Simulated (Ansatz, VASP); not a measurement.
# LiMgB4: VASP beside Ansatz

```xyz
6
Lattice="3.0196 0.0000 0.0000 -1.5098 2.6150 0.0000 0.0000 0.0000 7.1152" Properties=species:S:1:pos:R:3 pbc="T T T"
Li    0.0000    0.0000    3.5576
Mg    0.0000    0.0000    0.0000
B     0.0000    1.7434    5.3251
B     1.5098    0.8717    5.3251
B     0.0000    1.7434    1.7901
B     1.5098    0.8717    1.7901
```

Alike in both runs: task relaxation of cell and atoms; functional PBE; k mesh 15 × 15 × 6; occupations gaussian, width 0.1 eV; no spin polarisation.

|  | VASP | Ansatz |
| --- | --- | --- |
| version | VASP 6.6.1 | Ansatz 0.2.0 |
| potentials or method | VASP PAW PBE potentials, release 64 (Li_sv, Mg, B) | scalar-relativistic, plane waves, PAW |
| plane-wave cutoff (eV) | 600 | 420 |
| valence electrons in the cell | 17 | 25 |

|  | VASP | Ansatz | Ansatz less VASP |
| --- | --- | --- | --- |
| gap on the k mesh at the Fermi level, each at its own relaxed structure (eV) | none | none | - |
| relaxed volume (Å³/atom) | 9.29 | 9.31 | +0.017 |
| relaxed cell length with the largest relative difference (Å) | 7.037 | 7.048 | +0.0100 |

A gap of «none» marks a metal or a gap that the smearing closes. The two sets of potentials don't hold the same shells in valence.

Caveats: the cutoff is under 1.25 times the usual one of these potentials, so pressure, stress and relaxed cells hold a basis-set (Pulay) error (VASP).
